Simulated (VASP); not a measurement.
OSZICAR of a VASP run on Ni (space group Fm-3m):

**OSZICAR**
```
       N       E                     dE             d eps       ncg     rms          rms(c)
DAV:   1     0.112750192925E+02    0.11275E+02   -0.42153E+03  5428   0.121E+03
DAV:   2    -0.137101712117E+02   -0.24985E+02   -0.23912E+02  5240   0.155E+02
DAV:   3    -0.140683703106E+02   -0.35820E+00   -0.35767E+00  6061   0.245E+01
DAV:   4    -0.140720414124E+02   -0.36711E-02   -0.36706E-02  6019   0.214E+00
DAV:   5    -0.140721355559E+02   -0.94143E-04   -0.94143E-04  6036   0.293E-01    0.112E+01
DAV:   6    -0.122757266464E+02    0.17964E+01   -0.29095E+01  5521   0.911E+01    0.874E+00
DAV:   7    -0.117133114068E+02    0.56242E+00   -0.78511E+00  5561   0.390E+01    0.248E+00
DAV:   8    -0.117093161704E+02    0.39952E-02   -0.35130E-02  5332   0.231E+00    0.173E+00
DAV:   9    -0.117005223103E+02    0.87939E-02   -0.61011E-02  5715   0.370E+00    0.542E-01
DAV:  10    -0.117014929051E+02   -0.97059E-03   -0.28330E-02  6200   0.231E+00    0.218E-01
DAV:  11    -0.117015048254E+02   -0.11920E-04   -0.12176E-02  5496   0.170E+00    0.190E-01
DAV:  12    -0.117013940698E+02    0.11076E-03   -0.29533E-03  5742   0.837E-01    0.299E-02
DAV:  13    -0.117014064797E+02   -0.12410E-04   -0.31368E-05  5707   0.811E-02    0.132E-02
DAV:  14    -0.117014106681E+02   -0.41884E-05   -0.33947E-06  5365   0.276E-02    0.504E-03
DAV:  15    -0.117014115389E+02   -0.87085E-06   -0.23231E-06  2771   0.211E-02
   1 F= -.11701412E+02 E0= -.11701603E+02  d E =-.117014E+02  mag=     0.7519
       N       E                     dE             d eps       ncg     rms          rms(c)
DAV:   1    -0.117030094747E+02   -0.15988E-02   -0.25544E-02  5452   0.279E+00    0.341E-01
DAV:   2    -0.117017925446E+02    0.12169E-02   -0.23925E-02  5530   0.239E+00    0.202E-01
DAV:   3    -0.117014251074E+02    0.36744E-03   -0.40932E-03  5625   0.989E-01    0.653E-02
DAV:   4    -0.117014121313E+02    0.12976E-04   -0.79997E-05  5976   0.799E-02    0.291E-02
DAV:   5    -0.117014038902E+02    0.82410E-05   -0.13548E-05  6429   0.456E-02    0.914E-03
DAV:   6    -0.117014035374E+02    0.35285E-06   -0.29446E-06  3181   0.246E-02
   2 F= -.11701404E+02 E0= -.11701599E+02  d E =0.800156E-05  mag=     0.7506
```

### Question
Which electronic solver shows in the log?

### Answer
It is blocked Davidson (ALGO = Normal, or the opening steps of other solvers). The INCAR had ALGO = Normal.

### Question
How was spin treated?

### Answer
Collinear spin (ISPIN = 2): the summary line carries one mag value, 0.75 μB in the cell.

### Question
Can the final energy be trusted as converged?

### Answer
The run converged. It stopped with EDIFF = 1E-6, NELM = 100, NSW = 60 and EDIFFG = -0.01 after 2 ionic steps (r2SCAN+rVV10, plane waves, VASP's PBE PAW potentials (set 64)).

The structure comes from a measured Ni entry (Fm-3m) of the Crystallography Open Database, whose conditions weren't checked. This run relaxes it. Symmetry was kept, so distortions that lower it aren't found. The start is the result of an earlier pass.
